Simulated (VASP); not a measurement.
Input for VASP

File KPOINTS:
```
kpoints
0
Gamma
13 13 7
```

### POSCAR
```
Sc
1.0
  1.6729657755  -2.8976616348   0.0000000000
  1.6729657755   2.8976616348   0.0000000000
  0.0000000000   0.0000000000   5.1961317548
Sc
2
Cartesian
  1.6729657755   0.9658891434   1.2990329387
  1.6729657755  -0.9658891434   3.8970988161
```

INCAR:
```
! general
SYSTEM  = Sc
PREC    = Accurate
ENCUT   = 520   ! plane-wave cut-off (eV)
LREAL   = F
LASPH   = T   ! aspherical one-centre terms

! electronic loop
EDIFF   = 1E-7   ! SCF stop (eV)
NELM    = 100
ALGO    = Normal
LMAXMIX = 4

! smearing
ISMEAR  = 1   ! Methfessel-Paxton
SIGMA   = 0.1

! functional
GGA     = 91   ! PW91

! ions
IBRION  = 2   ! conjugate gradients
NSW     = 30   ! most ionic steps
ISIF    = 4   ! ions and shape, fixed volume
EDIFFG  = -0.01   ! ionic stop

! output
LWAVE   = F
LCHARG  = F
```

POTCAR, in this order: Sc_sv (PBE.64 set). Program: vasp_std.

Translate this PW91 calculation to Quantum ESPRESSO's pw.x.

One equivalent input (not run):
```
&CONTROL
  calculation = 'vc-relax'
  pseudo_dir = './pseudo'
  outdir = './out'
  tprnfor = .true.
  tstress = .true.
  nstep = 30
  forc_conv_thr = 0.00039
/
&SYSTEM
  ibrav = 0
  nat = 2
  ntyp = 1
  ecutwfc = 78
  occupations = 'smearing'
  smearing = 'methfessel-paxton'
  degauss = 0.00735
  input_dft = 'pw91'
/
&ELECTRONS
  conv_thr = 7.3e-09
  electron_maxstep = 100
/
&IONS
/
&CELL
  cell_dofree = 'shape'
/
ATOMIC_SPECIES
  Sc 44.956 Sc.upf
CELL_PARAMETERS angstrom
     1.6729658   -2.8976616    0.0000000
     1.6729658    2.8976616    0.0000000
     0.0000000    0.0000000    5.1961318
ATOMIC_POSITIONS crystal
  Sc   0.3333330  0.6666670  0.2500000
  Sc   0.6666670  0.3333330  0.7500000
K_POINTS automatic
  13 13 7 0 0 0
```
What does not carry over: the potentials are each code's own (VASP's PAW set, PseudoDojo norm-conserving files in pw.x), so ENCUT and ecutwfc are chosen apart and not converted; conv_thr bounds pw.x's estimated SCF error, while EDIFF bounds the energy change between steps; forc_conv_thr acts on force components and is met together with etot_conv_thr.

The compound is Sc in the hcp structure. This cell is one point of a volume scan, at 1.03 of the reference volume.
